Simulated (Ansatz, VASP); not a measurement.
# V (V wire along [111], 24 atoms a period) in two plane-wave programs, part 3 of 3

One calculation is typed for both programs; each brings its own data sets. How far apart do they land? Of the first pair: The structure shown is the start of the Ansatz relaxation below; VASP solves that cell, so the two are compared at the walk's first step.

VASP 6.6.1 and Ansatz 0.2.0.

So far. Step 4 (Side by side): The forces differ by 7.0 meV/Å r.m.s., which is 1.8 % of the r.m.s. force of 0.390 eV/Å (both taken over all components).

## Step 5: Ansatz: relaxation, PBE

Level of this step: Ansatz beside VASP: Kohn-Sham DFT, plane waves, PBE (Ansatz).

This run makes the geometry at which the two programs are then compared. The cell compared in this pair holds 777.00 Å³, against 800.03 Å³ for the pair before.

The structure compared here is the end of the Ansatz relaxation.

File input.yaml:

```yaml
crystal:
  lattice:
    - [17.371, 0.0, 0.0]
    - [0.0, 17.786, 0.0]
    - [0.0, 0.0, 2.5894159573]
  atoms:
    - { symbol: V, position: [0.195728513, 0.465683659, 0.0] }
    - { symbol: V, position: [0.317439944, 0.671575212, 0.0] }
    - { symbol: V, position: [0.439151376, 0.465683659, 0.0] }
    - { symbol: V, position: [0.560862807, 0.671575212, 0.0] }
    - { symbol: V, position: [0.195728513, 0.602944694, 0.333333333] }
    - { symbol: V, position: [0.317439944, 0.397053141, 0.333333333] }
    - { symbol: V, position: [0.439151376, 0.191161588, 0.333333333] }
    - { symbol: V, position: [0.439151376, 0.602944694, 0.333333333] }
    - { symbol: V, position: [0.560862807, 0.397053141, 0.333333333] }
    - { symbol: V, position: [0.560862807, 0.808836247, 0.333333333] }
    - { symbol: V, position: [0.682574239, 0.602944694, 0.333333333] }
    - { symbol: V, position: [0.80428567, 0.397053141, 0.333333333] }
    - { symbol: V, position: [0.195728513, 0.328422623, 0.666666667] }
    - { symbol: V, position: [0.317439944, 0.534314176, 0.666666667] }
    - { symbol: V, position: [0.439151376, 0.328422623, 0.666666667] }
    - { symbol: V, position: [0.439151376, 0.74020573, 0.666666667] }
    - { symbol: V, position: [0.560862807, 0.534314176, 0.666666667] }
    - { symbol: V, position: [0.682574239, 0.328422623, 0.666666667] }
    - { symbol: V, position: [0.682574239, 0.74020573, 0.666666667] }
    - { symbol: V, position: [0.80428567, 0.534314176, 0.666666667] }
    - { symbol: V, position: [0.317439944, 0.259792106, 0.0] }
    - { symbol: V, position: [0.560862807, 0.259792106, 0.0] }
    - { symbol: V, position: [0.682574239, 0.465683659, 0.0] }
    - { symbol: V, position: [0.80428567, 0.671575212, 0.0] }
kpoints:
  mp_grid: { grid: [1, 1, 31] }
scf:
  occupations: { method: fermi_dirac, width: 0.05 }
hamiltonian:
  xc: pbe
  pseudopotentials: { kind: paw, azcp: { folder: soft_1 } }
relax:
  cell: { fix: [a, b, alpha, beta, gamma] }
  max_steps: 45
  f_tol: 0.03
```

Started as:

```console
$ ansatz run input.yaml --threads 4 --pin off --max-ram 16384MiB --backend cpu --events-out ev --progress --plain --runs-dir out
```

Numbers of over 12 decimals in the logs are rounded to 6 here.

The log of the run:

```text
[...]
Crystal: 24 atoms, lattice volume = 800.028 Å³
Basis set: ecut = 420 eV, 15705 PW (Γ), exchange–correlation on 240×240×36 points (8 copies of the dense FFT grid, shifted against one another)
Bands: 188, of which v1, the nominal top of the filled ones, is band 156 counted from 1 (155 counted from 0)
Symmetry: 2 space group operations
[...]
k-points: 16 of 31
[...]
- { symbol: V, position: [0.319341, 0.398211, 0.336176] }
    - { symbol: V, position: [0.436894, 0.199902, 0.277750] }
    - { symbol: V, position: [0.438024, 0.604776, 0.333215] }
[...]
- { symbol: V, position: [0.318376, 0.261499, -0.00718897] }
    - { symbol: V, position: [0.558668, 0.260595, -0.032062] }
    - { symbol: V, position: [0.681652, 0.465059, 0.023420] }
    - { symbol: V, position: [0.795656, 0.666535, -0.041542] }
[key lines of the parts left out:]
SCF converged after 8 iterations
Free energy (F): -69881.739560 eV
Fermi energy:    4.660862 eV
P = ⅓ Tr σ = -0.0300 GPa (-0.300 kbar)
```

## Step 6: VASP: single point, PBE, relaxed cell, pair 2

The same cell, functional, mesh and smearing now go to VASP, with its own data sets.

File INCAR:

```
SYSTEM = V
PREC = Accurate
ENCUT = 500
EDIFF = 1E-06
NELM = 120
ISMEAR = -1
SIGMA = 0.05
LREAL = .FALSE.
ALGO = Normal
GGA = PE
NBANDS = 193
LASPH = .TRUE.
LORBIT = 11
LWAVE = .FALSE.
LCHARG = .FALSE.
ISIF = 2
GGA_COMPAT = .FALSE.
KPAR = 4
```

File POSCAR:

```
V
1.0
   17.3710000000      0.0000000000      0.0000000000
    0.0000000000     17.7860000000      0.0000000000
    0.0000000000      0.0000000000      2.5148877278
V
24
Direct
    0.1973895646      0.4656225154      0.9925492646
    0.3169583191      0.6693697143      0.9673609462
    0.4396924785      0.4660324873      0.9929594660
    0.5598361527      0.6709459666      0.0228802947
    0.2020755991      0.5965727942      0.2772583606
    0.3193406387      0.3982106058      0.3361757006
    0.4368936454      0.1999022497      0.2777503120
    0.4380241606      0.6047757559      0.3332151788
    0.5619758394      0.3952242441      0.3334514880
    0.5631063546      0.8000977503      0.3889163547
    0.6806593613      0.6017893942      0.3304909661
    0.7979244009      0.4034272058      0.3894083062
    0.2043437056      0.3334646614      0.7082088346
    0.3183477506      0.5349414012      0.6432465648
    0.4401638473      0.3290540334      0.6437863721
    0.4413316872      0.7394051089      0.6987291617
    0.5603075215      0.5339675127      0.6737072008
    0.6830416809      0.3306302857      0.6993057205
    0.6816238365      0.7385012201      0.6738556400
    0.8026104354      0.5343774846      0.6741174021
    0.3183761635      0.2614987799      0.9928110267
    0.5586683128      0.2605948911      0.9679375050
    0.6816522494      0.4650585988      0.0234201019
    0.7956562944      0.6665353386      0.9584578321
```

File KPOINTS:

```
Automatic mesh
0
Gamma
1 1 31
0 0 0
```

Potentials, in the order of the species: V_sv (PBE family, release 64).

Started as:

```console
$ mpirun -np 4 vasp_std
```

The log of the run:

```text
[banner, memory and clock lines left out]
running    4 mpi-ranks, on    1 nodes
[...]
[... a notice as in an earlier step ...]

 LDA part: xc-table for (Slater+PW92), standard interpolation
 POSCAR, INCAR and KPOINTS ok, starting setup
[...]
entering main loop
       N       E                     dE             d eps       ncg     rms          rms(c)
DAV:   1     0.484868116607E+04    0.48487E+04   -0.19237E+05  6992   0.157E+03
DAV:   2     0.131465709605E+02   -0.48355E+04   -0.47396E+04  6176   0.563E+02
DAV:   3    -0.235120083596E+03   -0.24827E+03   -0.24064E+03  8743   0.146E+02
DAV:   4    -0.245366690843E+03   -0.10247E+02   -0.99748E+01  8192   0.232E+01
[...]
DAV:  36    -0.199712580622E+03   -0.29385E-05   -0.32876E-07  3848   0.142E-03    0.125E-03
DAV:  37    -0.199712582190E+03   -0.15683E-05   -0.18905E-07  3808   0.860E-04    0.942E-04
DAV:  38    -0.199712582585E+03   -0.39511E-06   -0.71121E-08  3592   0.822E-04
   1 F= -.19971258E+03 E0= -.19955506E+03  d E =-.315036E+00
```

Parts of OUTCAR (step 6):

```text
  Total       -0.1054896      0.2101584      0.0427346      0.0369944     -0.0831615     -0.1337255
  in kB       -0.2175196      0.4333467      0.0881188      0.0762825     -0.1714790     -0.2757420
  external PRESSURE =       0.1013153 kB  Pullay stress =       0.0000000 kB

 POSITION                                       TOTAL-FORCE (eV/Angst)
 -----------------------------------------------------------------------------------
      3.42885      8.28156      2.49615        -0.012172     -0.005370      0.000795
      5.50588     11.90541      2.43280        -0.002468      0.012192     -0.000656
      7.63790      8.28885      2.49718         0.014384      0.007701      0.002906
      9.72491     11.93344      0.05754         0.010496      0.013044      0.004356
      3.51026     10.61064      0.69727        -0.021460      0.015091      0.010402
      5.54727      7.08257      0.84544        -0.000570      0.002116      0.014318
      7.58928      3.55546      0.69851        -0.000042     -0.025255      0.010857
      7.60892     10.75654      0.83800         0.000155      0.001193      0.000016
      9.76208      7.02946      0.83859        -0.000155     -0.001193     -0.000016
      9.78172     14.23054      0.97808         0.000042      0.025255     -0.010857
     11.82373     10.70343      0.83115         0.000570     -0.002116     -0.014318
     13.86074      7.17536      0.97932         0.021460     -0.015091     -0.010402
      3.54965      5.93100      1.78107        -0.014265     -0.011338     -0.005017
      5.53002      9.51447      1.61769        -0.016855     -0.002633     -0.003444
[...]
-----------------------------------------------------------------------------------
    total drift:                                0.000000      0.000000     -0.000002

  FREE ENERGIE OF THE ION-ELECTRON SYSTEM (eV)
  ---------------------------------------------------
  free  energy   TOTEN  =      -199.7125825854 eV

  energy  without entropy=     -199.3975470320  energy(sigma->0) =     -199.55506481

[... 1 part as in an earlier step ...]

[... 2 further parts left out ...]
[key lines of the parts left out:]
E-fermi :   1.8096
```

## Step 7: Differences

What differs besides the data sets and the points named for the pairs above, as far as they apply: the cutoff is 420 eV in Ansatz and 500 eV in VASP; Ansatz's pressure holds a Pulay correction, VASP's none. Total energies have different zeros and are not compared.

Compared:

| quantity | Ansatz | VASP | difference |
| --- | --- | --- | --- |
| pressure (GPa) | -0.03 | 0.01 | -0.04 |

At this near-relaxed geometry the largest component of a force difference is 28 meV/Å.

## Step 8: Summary of results

```yaml
r_m_s_force_difference_single_point_pbe_start_cell_pair_1: 1.8 % of the r.m.s. force
difference_in_pressure_single_point_pbe_relaxed_cell_pair_2: -0.040 GPa
r_m_s_force_difference_single_point_pbe_relaxed_cell_pair_2: 10 meV/Å
```

In words: The r.m.s. force difference is 10 meV/Å (single point, PBE, relaxed cell, pair 2), within the 12 meV/Å picked in this series as the mark of a large difference. How closely two codes agree says nothing of how well the functional describes the real material.

[Lines on the potential files, build, host, timing and source positions are cut from VASP's logs without a mark.]

[Logs are printed without paths, hosts, clocks, repeated set-up lines and the standing remarks that a program may print on its own settings, such as how far it seeks lower states.]

[Hosts, paths, dates, database ids (printed as entryN), source tags and the programs' standing remarks are cut or masked in the printed files.]
